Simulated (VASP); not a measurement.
VASP ran on this input.

**KPOINTS**
```
Automatic mesh
0
Gamma
8 8 8
0 0 0
```

**POSCAR**
```
Si
1.0
  0.0000000000   2.7155000000   2.7155000000
  2.7155000000   0.0000000000   2.7155000000
  2.7155000000   2.7155000000   0.0000000000
Si
2
Direct
  0.0000000000   0.0000000000   0.0000000000
  0.2500000000   0.2500000000   0.2500000000
```

INCAR:
```
EDIFFG = -0.01   ! ionic stop
ALGO = Normal
LASPH = T
NELM = 100   ! most electronic steps
NSW = 60   ! most ionic steps
ISIF = 3
LWAVE = F
PARAM1 = 0.1234568
ISMEAR = 0
AGGAC = 0.0
LCHARG = F
PARAM2 = 0.7114
SYSTEM = Si
GGA = MK
SIGMA = 0.05   ! width (eV)
ENCUT = 520
ZAB_VDW = -1.8867
EDIFF = 1E-6   ! SCF stop (eV)
PREC = Accurate
LUSE_VDW = T
LREAL = F
IBRION = 2   ! conjugate gradients
```

POTCAR, in this order: Si (PBE.64 set). Program: vasp_std.

Question: Write an equivalent input for Quantum ESPRESSO's pw.x.

Answer: One equivalent input (not run):
```
&CONTROL
  calculation = 'vc-relax'
  pseudo_dir = './pseudo'
  outdir = './out'
  tprnfor = .true.
  tstress = .true.
  nstep = 60
  forc_conv_thr = 0.00039
/
&SYSTEM
  ibrav = 0
  nat = 2
  ntyp = 1
  ecutwfc = 36
  occupations = 'smearing'
  smearing = 'gaussian'
  degauss = 0.003675
  input_dft = 'vdw-df2-b86r'
/
&ELECTRONS
  conv_thr = 7.3e-08
  electron_maxstep = 100
/
&IONS
/
&CELL
/
ATOMIC_SPECIES
  Si 28.085 Si.upf
CELL_PARAMETERS angstrom
     0.0000000    2.7155000    2.7155000
     2.7155000    0.0000000    2.7155000
     2.7155000    2.7155000    0.0000000
ATOMIC_POSITIONS crystal
  Si   0.0000000  0.0000000  0.0000000
  Si   0.2500000  0.2500000  0.2500000
K_POINTS automatic
  8 8 8 0 0 0
```
Limits of the translation: the potentials are each code's own (VASP's PAW set, PseudoDojo norm-conserving files in pw.x), so ENCUT and ecutwfc are chosen apart and not converted; conv_thr bounds pw.x's estimated SCF error, while EDIFF bounds the energy change between steps; forc_conv_thr acts on force components and is met together with etot_conv_thr.

The compound is Si in the diamond structure. This run relaxes it. Symmetry was kept, so distortions that lower it aren't found.
